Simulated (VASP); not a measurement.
These are PBEsol GGA, VASP's PBE PAW potentials (set 64) (plane waves; VASP) values and carry that method's errors. For the alloy's cell: Run with 400 eV cut-off, 10×9×17 Γ-centred mesh, tetrahedra with Blöchl corrections, potentials Au Al.

| end member | E (eV/atom) | V (Å³/atom) | gap (eV) |
|---|---|---|---|
| Al (fcc) | -4.0930 | 16.14 | 0.00 |
| Au (fcc) | -3.9238 | 16.99 | 0.00 |

An ordered cell with a fraction 0.50 of the second end member relaxes to

```
AlAu
1.0
    0.56805     3.78043     3.78043
    4.34848     0.00000     4.34848
    2.17424     2.17424     0.00000
Au Al
2 2
Direct
  0.00000   0.00000   0.00000
  0.00000   0.50000   0.00000
  0.50000   0.00000   0.00000
  0.50000   0.50000   0.00000
```

Unless said otherwise, spin-orbit coupling is left out, though it shifts the bands of the heavy elements here.

**Question.** Estimate the mixing energy, the deviation from a linear volume and the gap.

**Answer.** Its energy is -4.3247 eV/atom, so the mixing energy is -316 meV/atom. The volume of 16.53 Å³/atom lies -0.2 % from the linear mean. The cell is without a gap at this level.
